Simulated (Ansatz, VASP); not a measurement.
This is a calculation of AlSn for Ansatz 0.2.0.

File input.yaml:

```yaml
crystal:
  lattice:
    - [4.1124059441, 0.0, 0.0]
    - [-2.056202972, 3.5614480182, 0.0]
    - [0.0, 0.0, 3.2393413848]
  atoms:
    - { symbol: Sn, position: [0.3333333333, 0.6666666667, 0.5] }
    - { symbol: Al, position: [0.0, 0.0, 0.0] }
hamiltonian:
  xc: pbesol
  pseudopotentials: { kind: paw }
kpoints:
  mp_grid: { grid: [7, 7, 8] }
scf:
  occupations: { method: fermi_dirac, width: 0.05 }
output:
  forces: true
  stress: true
  eigenvalues: true
```

Potentials or basis: Ansatz PAW.

Command:

```sh
$ ansatz run input.yaml --threads 1 --pin off --max-ram 3584MiB --backend cpu --events-out ev --progress --plain --runs-dir out
```

**Question.** Set up the same calculation for VASP 6.6.1. Potentials there: VASP PAW PBE potentials, release 64 (Sn_d, Al).

**Answer.** As run (the cutoff follows the program's own potentials):

The input INCAR:

```
SYSTEM = AlSn
ALGO     = Normal         ! electronic algorithm
EDIFF    = 1E-7           ! SCF threshold, eV
ENCUT    = 520            ! plane-wave cutoff, eV
GGA      = PS             ! functional
ISIF     = 2              ! what is computed and relaxed
ISMEAR   = -1             ! smearing method
LASPH    = .True.         ! aspherical terms in the spheres
LCHARG   = .False.        ! write CHGCAR
LREAL    = .False.        ! projectors in reciprocal space
LWAVE    = .False.        ! write WAVECAR
NBANDS   = 16             ! bands
NELM     = 80             ! most SCF steps
PREC     = Accurate       ! precision mode
SIGMA    = 0.05           ! smearing width, eV
```

KPOINTS

```
k-points
0
Gamma
  7 7 8
  0 0 0
```

Contents of POSCAR:

```
AlSn
1.0
    4.1124059441      0.0000000000      0.0000000000
   -2.0562029720      3.5614480182      0.0000000000
    0.0000000000      0.0000000000      3.2393413848
Sn Al
1 1
Direct
    0.3333333333      0.6666666667      0.5000000000
    0.0000000000      0.0000000000      0.0000000000
```

Potentials or basis: VASP PAW PBE potentials, release 64 (Sn_d, Al).

Command:

```console
$ cat potpaw_PBE.64/Sn_d/POTCAR potpaw_PBE.64/Al/POTCAR > POTCAR
$ mpirun -np 1 vasp_std > vasp.out
```

Both were run:

|  | VASP | Ansatz | Ansatz less VASP |
| --- | --- | --- | --- |
| gap on the k mesh at the Fermi level (eV) | none | none | - |
| pressure (GPa) | 1.6 | 1.6 | +0.04 |
| largest component of the traceless stress (GPa) | 0.76 | 0.76 | 0.000 |

A gap of «none» marks a metal or a gap that the smearing closes.

Caveats: the PAW data sets were made with another functional, which shifts forces and pressure a little (VASP); the PAW data sets come from PBE, with cores solved anew for the run's functional, which leaves a small shift of forces and pressure (Ansatz).
